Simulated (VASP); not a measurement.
A cell of NiSi₂ (fluorite) near equilibrium:

```yaml
crystal:
  lattice:
    - [0.00000, 2.72557, 2.72557]
    - [2.72557, 0.00000, 2.72557]
    - [2.72557, 2.72557, 0.00000]
  atoms:
    - { symbol: Si, position: [0.25000, 0.25000, 0.25000] }
    - { symbol: Si, position: [0.75000, 0.75000, 0.75000] }
    - { symbol: Ni, position: [0.00000, 0.00000, 0.00000] }
```

Level of theory: PBE GGA, VASP's PBE PAW potentials (set 64) (plane waves; VASP 6.6.1).

| run | ΔE (meV/atom) | σxx | σyy | σzz | largest shear component, with its sign (GPa) | largest force (eV/Å) |
|---|---|---|---|---|---|---|
| as it is | 0.0 | -0.63 | -0.63 | -0.63 | 0.00 | 0.000 |
| after one change | 0.6 | 1.62 | 1.62 | 1.62 | 0.00 | 0.000 |
Stress is in GPa, positive when the cell is compressed.

### Question
Which change was made?
(A) atom 2 (Si) moved by 0.100 Å along y
(B) isotropic strain of -0.5 %
(C) atom 3 (Ni) moved by -0.200 Å along z
(D) isotropic strain of +3.0 %

### Answer
B, isotropic strain of -0.5 %

The compound is NiSi2 in the fluorite structure. The run is not spin-polarised, so no magnetic state was tried.
